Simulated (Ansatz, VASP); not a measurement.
**BN in two plane-wave programs**

One calculation is typed for both programs; each brings its own data sets. How far apart do they land? The cell is taken from a series of runs on this material, whose earlier steps may have relaxed, scaled, displaced or heated it; both programs get it as it stands.

Calculated with Ansatz 0.2.0; plane waves, with VASP 6.6.1 beside it; G0W0 gap at PBE0 form with 35 % exact exchange with an exact-exchange share of 0.35.

### Step 1. The structure

Symmetry: P6_3/mmc, No. 194, hexagonal system. Conventional cell: a = 2.504 Å, b = 2.504 Å, c = 6.661 Å, α = 90.00°, β = 90.00°, γ = 120.00°. Nearest to B lie 3 N at 1.45 Å. Nearest to N lie 3 B at 1.45 Å. Farther neighbours and most contacts between anions are not listed.

### Step 2. Ansatz: G0W0 gap, PBE0 form with 35 % exact exchange with an exact-exchange share of 0.35

Ansatz runs on its PAW soft_1 files.

Quasiparticle shifts depend on high empty states and on the cores, so they are the hardest test of two PAW sets.

The input, input.yaml:

```yaml
crystal:
  lattice:
    - [2.50399, 0.0, 0.0]
    - [-1.251995, 2.1685189508, 0.0]
    - [0.0, 0.0, 6.6612]
  atoms:
    - { symbol: B, position: [0.3333333333, 0.6666666667, 0.25] }
    - { symbol: B, position: [0.6666666667, 0.3333333333, 0.75] }
    - { symbol: "N", position: [0.3333333333, 0.6666666667, 0.75] }
    - { symbol: "N", position: [0.6666666667, 0.3333333333, 0.25] }
kpoints:
  mp_grid: { grid: [9, 9, 4] }
hamiltonian:
  xc: { exchange: pbe, correlation: pbe, exx: { coeff: 0.35 } }
  pseudopotentials: { kind: paw, azcp: { folder: soft_1 } }
scf:
  occupations: { method: fixed }
gw:
  n_empty_bands: 150
  ecut_chi: 150.0
  qp_bands: [v2, c2]
  qp_kpoints: band_edges
  screening: { model: contour_deformation }
```

The run is started by

```
> ansatz run input.yaml --threads 4 --pin off --max-ram 138240MiB --backend cuda --events-out ev --progress --plain --runs-dir out --devices 1 --max-vram 26GiB
```

Numbers of over 12 decimals in the logs are rounded to 6 here.

The program printed:

```text
GPUs: using 1 of 1 available (devices: 1).
Engine: ansatz 0.2.0, x86_64-unknown-linux-gnu
Pseudopotentials: kind: paw
Pseudopotential: B, paw, valence charge 3, recommended cutoff 420 eV (normal), soft_1/B.paw.azcp
Pseudopotential: N, paw, valence charge 5, recommended cutoff 420 eV (normal), soft_1/N.paw.azcp
Functional definition: unnamed
  parameter a_1 = 0.35
  exchange = (1 - a_1)*pbe_x + a_1*exact_x
  correlation = pbe_c
davidson cushion auto → on  (no smearing: the cushion is to keep the highest requested band from converging to the state above it; pin scf.eigensolver.cushion to override)
device memory: the entry about to start is reckoned to put 0.7 GiB on a device that reports 68.2 GiB free (of which the cap on the GPU budget leaves the run 26.0 GiB)
GPU FFT provider: cuFFT
GPU libraries: cuBLAS 13.8.2, cuFFT 12.4.0, cuSOLVER 12.3.4
Crystal: 4 atoms, lattice volume = 36.170 Å³
Basis set: ecut = 420 eV, 713 PW (Γ)
Bands: 12, of which v1, the nominal top of the filled ones, is band 8 counted from 1 (7 counted from 0)
Symmetry: 24 space group operations
Space group: P63/mmc (ITA 194), of the structure as read, at distance tolerance 3.3e-5 Å
k-points: 36 of 324
Non-local potential: B, projectors of the file, l = 0: 2, l = 1: 2, l = 2: 1
Non-local potential: N, projectors of the file, l = 0: 2, l = 1: 2, l = 2: 1
PAW form: soft (Blöchl's): semilocal exchange-correlation on the pseudo side does not see the compensation charge
PAW frozen core: B, regenerated for the run's functional, and the local potential with it (the file was generated under x = pbe(κ = 0.804, μ = 0.219515), c = pbe(β = 0.066725))
PAW frozen core: N, regenerated for the run's functional, and the local potential with it (the file was generated under x = pbe(κ = 0.804, μ = 0.219515), c = pbe(β = 0.066725))
PAW one-centre angular grid: B, 110 points (default); XC on 64 Gauss nodes
PAW one-centre angular grid: N, 110 points (default); XC on 64 Gauss nodes
Initial density: superposition of atomic densities (chi_scale 0.1, normalization cell, long waves kept (reshape's long-wave potential 0.01 eV rms))
Initial wavefunctions: pseudopotential atomic-orbital guess
GPU buffer pool allocated for 14580 grid points (all kernels)
GPU transforms: local potential and band sums: pruned to the plane-wave sphere, on 18×18×45
Functional: x = pbe(κ = 0.804, μ = 0.219515), c = pbe(β = 0.066725), warm-up for x = 0.65 pbe(κ = 0.804, μ = 0.219515) + 0.35 exact, c = pbe(β = 0.066725)
SCF iter   1: F=—  HF=-1087.479689 eV  |F-HF|=—  |Δ(HF+E_count)|=         —  Δρ=1.46e-1  dr2=7.58e0  ethr=1.00e-1  ⟨swp⟩=4.1  Hψ=1659  notcnv=0
preconditioner: auto → none  [insulator: Δε(μ)=5.896 eV  Ē_g=17.042 eV  n_scr=4 (ndim 8)  ℏωp=24.7 eV  f_vac=0.000]
SCF iter   2: F=—  HF=-1085.055696 eV  |F-HF|=—  |Δ(HF+E_count)|=    2.42e0  Δρ=6.81e-2  dr2=8.97e-1  ethr=4.74e-2  ⟨swp⟩=3.2  Hψ=1194  notcnv=0  defer=4
SCF iter   3: F=—  HF=-1084.826935 eV  |F-HF|=—  |Δ(HF+E_count)|=   2.29e-1  Δρ=2.33e-2  dr2=1.08e-1  ethr=5.61e-3  ⟨swp⟩=3.1  Hψ=1063  notcnv=0  defer=5
SCF iter   4: F=—  HF=-1084.818289 eV  |F-HF|=—  |Δ(HF+E_count)|=   8.65e-3  Δρ=7.94e-3  dr2=1.21e-2  ethr=6.74e-4  ⟨swp⟩=2.7  Hψ=1049  notcnv=0  defer=3
iter 5 solved again at ethr=2.13e-6 eV; its pass at ethr=7.59e-5 eV (dr2=3.41e-4 eV) is discarded
SCF iter   5: F=-1084.818104 eV  HF=-1084.818209 eV  |F-HF|=1.05e-4  |Δ(HF+E_count)|=   8.00e-5  Δρ=1.14e-3  dr2=3.30e-4  ethr=2.13e-6  ⟨swp⟩=3.5  Hψ=2250  notcnv=0  defer=3
SCF 1 stopped early in 5 iterations: F = -1084.818104 eV  dr2 = 3.30e-4
  greatest PAW one-centre occupation: 0.800 electrons in one spin orbital (limit 2), on the N atom at site 3 (counted from 0), in its partial waves of l = 0
device memory: the entry about to start is reckoned to put 1.4 GiB on a device that reports 68.2 GiB free (of which the cap on the GPU budget leaves the run 26.0 GiB)
GPU FFT provider: cuFFT
GPU libraries: cuBLAS 13.8.2, cuFFT 12.4.0, cuSOLVER 12.3.4
Initial density: handed on by an earlier stage of this run
Initial wavefunctions: those handed on with the density
GPU buffer pool allocated for 14580 grid points (all kernels)
GPU transforms: local potential and band sums: pruned to the plane-wave sphere, on 18×18×45
Functional: x = 0.65 pbe(κ = 0.804, μ = 0.219515) + 0.35 exact, c = pbe(β = 0.066725)
Exchange kernel: α = 0.3500, full range, Wigner–Seitz truncation, v(0) = 17658.6478 eV·Å³, q-mesh 9×9×4, nearest image of the exchange supercell L = 22.54 Å, pair-density grid 15×15×32, without the augmentation charges, whose exchange is taken in its separable form by FFT convolution over the k-point mesh (sized by the pseudopotential files, 15×15×45 at the most), smooth part of the exact exchange by density-matrix convolution in up to 2.39 GiB of GPU memory as planned if the GPU has room (build and FFT work areas not counted)
Frozen-core exchange: fock
[...]
Exchange-term sweep: 18 of 36 (spin, k) points
Exchange-term sweep: 20 of 36 (spin, k) points
Exchange-term sweep: 22 of 36 (spin, k) points
Exchange-term sweep: 24 of 36 (spin, k) points
Exchange-term sweep: 26 of 36 (spin, k) points
Exchange-term sweep: 27 of 36 (spin, k) points
Exchange-term sweep: 29 of 36 (spin, k) points
Exchange-term sweep: 31 of 36 (spin, k) points
Exchange-term sweep: 33 of 36 (spin, k) points
[...]
NSCF: frozen V_eff on 1 k-points
hybrid SCF converged: 2 outer / 11 inner (+5 warm-up), last move |dexx| = 2.72e-6 eV, tail = 5.06e-8 eV
Stability not checked: this state was not tested for a lower state beside it, because the functional holds exact exchange (a hybrid, or Hartree-Fock), whose exchange loop this test does not read (fock_operator; see scf.lower_state_search)
Free energy (F): -1085.494164 eV
Frozen-core exchange: fock
Harris-Foulkes:  -1085.494164 eV  (|F-HF|=4.53e-9)
Internal energy: -1085.494164 eV  (E = F + TS)
E sigma→0 (E₀):  -1085.494164 eV
Fermi energy:    3.003790 eV
--- Per-component energies (eV) ---
  E_band       = -82.859650
  E_kinetic    = 363.000693
  E_local      = -660.896817  (includes V_loc(G=0)·N_el)
  E_nonlocal   = 84.067726
  E_hartree    = 225.037539
  E_xc         = -125.986924
  E_vxc        = -155.279971  (∫ρ·V_xc dr)
  E_exx        = -63.664683  (= α·E_x^exact, valence–valence)
  E_paw        = -409.082499  (= ΣΔE_a)
  E_vpaw       = -36.496849  (= ΣTr[D̂ρ^β])
  E_aug_tail   = 0.001828  (compensation charges beyond the density's cutoff)
  E_ewald      = -497.875223
  E_core_change = -0.095803  (= ΣΔE_core)
  E_smearing   = -0.000000  (= −TS)
  E_closure    = -0.000000  (closes the sum)
  Σ components = -1085.494164   (vs F -1085.494164, Δ=-2.27e-13)
--- Band table (eV; the first three rows and the last of 36) ---
  k-point 0: bands = ["-17.3357", "-17.0244", "-4.0370", "-1.6748", "1.3227", "1.3227", "1.3644", "1.3644", "10.9159", "16.7464"]
  k-point 1: bands = ["-17.2924", "-17.0724", "-3.7463", "-2.0960", "1.3288", "1.3288", "1.3584", "1.3584", "11.6850", "15.6323"]
  k-point 2: bands = ["-17.1848", "-17.1848", "-2.9830", "-2.9830", "1.3435", "1.3435", "1.3435", "1.3435", "13.5476", "13.5476"]
  k-point 35: bands = ["-13.1024", "-13.1024", "-5.9609", "-5.9609", "-5.2948", "-5.2948", "3.0038", "3.0038", "10.7127", "10.7127"]
  guard bands above this table: 2 of the run's 12 bands. The solve was not asked for them (output.publish_guard_bands: true or output.eigenvalues: true publishes all)
--- G₀W₀: contour deformation, 5 samples at zero and on the imaginary axis and 2 off it, 324 q-points, 150 empty bands' worth ---
  eigenvalues of the whole cell's RPA ε∞ on this k-mesh (on a slab, of 1 + 4πα/V) = 2.1564, 3.2823, 3.2823; static W/v taken at q = 0 is 0.330988
  bands read: the sum over 158 bands ends inside a degenerate multiplet in 1 slot, whose members it reads at an even weight; the widest, k=0: bands 158 to 159 (counted from 1) at 1/2 each
  gw.qp_kpoints: band_edges: 15 of 36 stored k-points solved, in 1 pass; an edge of the gap read off the rows below is read off those points alone
    valence top: of the k-points left out ik 21 came nearest to being solved in a further pass, in band 8 (counted from 1, as in the quasiparticle table): it holds the edge there only if its correction is more favourable than any solved in that band by at least 0.981 eV; those differ by 0.046 eV
    conduction bottom: of the k-points left out ik 14 came nearest to being solved in a further pass, in band 9 (counted from 1, as in the quasiparticle table): it holds the edge there only if its correction is more favourable than any solved in that band by at least 0.502 eV; those differ by 0.298 eV
    ik  band        ε_KS         Σx   Σc(E_QP)       V_xc       Z   E_QP_lin       E_QP  E_QP is
     0     7      1.3644   -23.6740     2.6711   -21.1778  0.8414     1.5391     1.5393  root
     0     8      1.3644   -23.6740     2.6711   -21.1778  0.8414     1.5391     1.5393  root
     0     9     10.9159    -4.6303    -3.5136    -7.8466  0.8787    10.6189    10.6185  root
     0    10     16.7464    -7.1858    -4.5448   -11.6938  0.8288    16.7097    16.7097  root
     2     7      1.3435   -23.6586     2.6746   -21.1568  0.8413     1.5161     1.5163  root
     2     8      1.3435   -23.6586     2.6746   -21.1568  0.8413     1.5161     1.5163  root
     2     9     13.5476    -5.8444    -3.8776    -9.5432  0.8620    13.3689    13.3687  root
     2    10     13.5476    -5.8444    -3.8776    -9.5432  0.8620    13.3689    13.3687  root
     3     7      0.8321   -23.5353     2.7439   -20.9580  0.8395     0.9985     0.9987  root
     3     8      0.8810   -23.5734     2.7368   -21.0076  0.8396     1.0519     1.0521  root
     3     9     11.3591    -4.5842    -3.5370    -7.8269  0.8779    11.0651    11.0646  root
     3    10     16.6044    -7.4939    -4.5717   -12.0587  0.8268    16.5975    16.5975  root
     5     7      0.8564   -23.5544     2.7404   -20.9829  0.8396     1.0251     1.0253  root
     5     8      0.8564   -23.5544     2.7404   -20.9829  0.8396     1.0251     1.0253  root
     5     9     13.8666    -5.8960    -3.8966    -9.6256  0.8605    13.6998    13.6996  root
     5    10     13.8666    -5.8960    -3.8966    -9.6256  0.8605    13.6998    13.6996  root
    12     7      1.0348   -19.1965     2.2989   -16.9681  0.8311     1.1052     1.1053  root
    12     8      2.3335   -20.6227     2.2195   -18.5711  0.8326     2.5012     2.5014  root
    12     9     10.6026    -5.5822    -3.8906    -9.4107  0.8643    10.5406    10.5405  root
    12    10     12.1110    -7.2560    -4.1303   -11.4518  0.8499    12.1765    12.1764  root
    13     7      1.2235   -19.3814     2.2826   -17.1816  0.8315     1.3063     1.3064  root
    13     8      2.1449   -20.3988     2.2274   -18.3234  0.8326     2.2968     2.2969  root
    13     9     10.6892    -5.7141    -3.8745    -9.5327  0.8639    10.6334    10.6334  root
    13    10     11.7410    -6.8654    -4.0260   -10.9221  0.8543    11.7716    11.7716  root
[...]
34     7      2.9669   -20.6154     2.0959   -18.6814  0.8359     3.1286     3.1288  root
    34     8      2.9669   -20.6154     2.0959   -18.6814  0.8359     3.1286     3.1288  root
    34     9     10.8345    -5.9596    -4.1166   -10.0640  0.8571    10.8224    10.8224  root
    34    10     10.8345    -5.9596    -4.1166   -10.0640  0.8571    10.8224    10.8224  root
    35     7      3.0038   -20.7174     2.1030   -18.7804  0.8358     3.1695     3.1697  root
    35     8      3.0038   -20.7174     2.1030   -18.7804  0.8358     3.1695     3.1697  root
    35     9     10.7127    -5.7860    -4.0915    -9.8532  0.8585    10.6884    10.6884  root
    35    10     10.7127    -5.7860    -4.0915    -9.8532  0.8585    10.6884    10.6884  root
```

(Part 1 of 2 ends here.)

[Lines on the potential files, build, host, timing and source positions are cut from VASP's logs without a mark.]

[Logs are printed without paths, hosts, clocks, repeated set-up lines and the standing remarks that a program may print on its own settings, such as how far it seeks lower states.]

[Hosts, paths, dates, database ids (printed as entryN), source tags and the programs' standing remarks are cut or masked in the printed files.]
